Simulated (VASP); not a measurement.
Computed with LDA (Ceperley-Alder, Perdew-Zunger), VASP's LDA PAW potentials (set 64) (plane waves; VASP 6.6.1).

A VASP calculation is set up with these files.

### KPOINTS
```
Automatic mesh
0
Gamma
14 14 14
0 0 0
```

### POSCAR
```
BP
3.1746570
  0.0000000000   0.7071068446   0.7071068446
  0.7071068446   0.0000000000   0.7071068446
  0.7071068446   0.7071068446   0.0000000000
B P
1 1
Cartesian
  0.0000000000   0.0000000000   0.0000000000
  0.3535534223   0.3535534223   0.3535534223
```

**INCAR**
```
ALGO = Normal
EDIFF = 1E-8
ENCUT = 520
IBRION = 8
ISMEAR = 0
LASPH = .TRUE.
LCHARG = .FALSE.
LEPSILON = .TRUE.
LREAL = .FALSE.
LWAVE = .FALSE.
NELM = 100
NSW = 1
PREC = Accurate
SIGMA = 0.01
SYSTEM = BP
```

POTCAR, in this order: B P (LDA.64 set). Program: vasp_std.

Output of the run:

### OUTCAR
```


 HEAD OF MICROSCOPIC STATIC DIELECTRIC TENSOR (INDEPENDENT PARTICLE, excluding Hartree and local field effects)
 ------------------------------------------------------
           9.643212     0.000000    -0.000000
          -0.000000     9.643212    -0.000000
           0.000000     0.000000     9.643212
 ------------------------------------------------------

 MACROSCOPIC STATIC DIELECTRIC TENSOR (including local field effects in DFT)
 ------------------------------------------------------
           9.198211    -0.000000     0.000000
           0.000000     9.198211     0.000000
           0.000000    -0.000000     9.198211
 ------------------------------------------------------

 PIEZOELECTRIC TENSOR (including local field effects)  for field in x, y, z        (e  Angst)
          XX          YY          ZZ          XY          YZ          ZX
  --------------------------------------------------------------------------------
  x     0.00000    -0.00000    -0.00000     0.00000     0.24346     0.00000
  y     0.00000    -0.00000    -0.00000     0.00000     0.00000     0.24346
  z    -0.00000    -0.00000    -0.00000     0.24346     0.00000     0.00000

 PIEZOELECTRIC TENSOR (including local field effects)  for field in x, y, z        (C/m^2)
          XX          YY          ZZ          XY          YZ          ZX
  --------------------------------------------------------------------------------
  x     0.00000    -0.00000    -0.00000     0.00000     0.17241     0.00000
  y     0.00000    -0.00000    -0.00000     0.00000     0.00000     0.17241
  z    -0.00000    -0.00000    -0.00000     0.17241     0.00000     0.00000

 BORN EFFECTIVE CHARGES (including local field effects) (in |e|, cummulative output)
 ---------------------------------------------------------------------------------
 ion    1
    1    -0.62584     0.00000     0.00000
    2     0.00000    -0.62584     0.00000
    3    -0.00000     0.00000    -0.62584
 ion    2
    1     0.62584    -0.00000    -0.00000
    2     0.00000     0.62584    -0.00000
    3     0.00000    -0.00000     0.62584

   1 f  =   24.566164 THz   154.353761 2PiTHz  819.439028 cm-1   101.597445 meV

   2 f  =   24.566164 THz   154.353761 2PiTHz  819.439028 cm-1   101.597445 meV

   3 f  =   24.566164 THz   154.353761 2PiTHz  819.439028 cm-1   101.597445 meV

   4 f/i=    0.001487 THz     0.009342 2PiTHz    0.049594 cm-1     0.006149 meV

   5 f/i=    0.001487 THz     0.009342 2PiTHz    0.049594 cm-1     0.006149 meV

   6 f/i=    0.001487 THz     0.009342 2PiTHz    0.049594 cm-1     0.006149 meV

 MACROSCOPIC STATIC DIELECTRIC TENSOR IONIC CONTRIBUTION
 ------------------------------------------------------
           0.158298    -0.000000     0.000000
          -0.000000     0.158298     0.000000
           0.000000     0.000000     0.158298
 ------------------------------------------------------

 ELASTIC MODULI CONTR FROM IONIC RELAXATION (kBar)
 Direction    XX          YY          ZZ          XY          YZ          ZX
 --------------------------------------------------------------------------------
 XX          -0.0000      0.0000      0.0000     -0.0000      0.0000      0.0000
 YY           0.0000     -0.0000      0.0000     -0.0000     -0.0000     -0.0000
 ZZ           0.0000      0.0000     -0.0000      0.0000     -0.0000      0.0000
 XY          -0.0000     -0.0000      0.0000   -218.1374      0.0000     -0.0000
 YZ           0.0000     -0.0000     -0.0000      0.0000   -218.1374      0.0000
 ZX           0.0000     -0.0000      0.0000     -0.0000      0.0000   -218.1374
 --------------------------------------------------------------------------------

 PIEZOELECTRIC TENSOR IONIC CONTR  for field in x, y, z        (C/m^2)
          XX          YY          ZZ          XY          YZ          ZX
  --------------------------------------------------------------------------------
  x     0.00000    -0.00000    -0.00000     0.00000    -0.17485     0.00000
  y     0.00000    -0.00000     0.00000    -0.00000     0.00000    -0.17485
  z    -0.00000    -0.00000     0.00000    -0.17485    -0.00000    -0.00000
```
(Selected blocks of OUTCAR.)

The structure comes from a computed database's BP entry (F-43m); how it stands against other phases isn't given here. It was relaxed first.
